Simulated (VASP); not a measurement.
Consider the following.

```
CELL_PARAMETERS angstrom
      3.41650     0.00000     0.00000
      0.00000     3.41650     0.00000
      0.00000     0.00000     3.41650
ATOMIC_POSITIONS crystal
  Nb 0.00000 0.00000 0.00000
  Te 0.50000 0.50000 0.50000
```

Method: r2SCAN meta-GGA, VASP's PBE PAW potentials (set 64) (plane waves; VASP). Run with 400 eV cut-off, 12×12×12 Γ-centred mesh, tetrahedra with Blöchl corrections, potentials Nb_sv Te.

Unless said otherwise, spin-orbit coupling is left out, though it shifts the bands of the heavy elements here.

Predict the energy per atom (σ→0), band gap (over mesh and band path) with the smallest direct gap where there is one.

The band gap (over mesh and band path) is none (metal, semimetal or under 0.01 eV) and the energy per atom (σ→0) comes out as -25.210 eV/atom.

Total energies compare only between runs with the same potentials, cut-off and functional.

The structure was generated: NbTe was put into the CsCl type type (Pm-3m), which need not be its known phase. It was relaxed first, which changed the volume by -34 %. The electron count is odd and the run is not spin-polarised, which forces a metal.
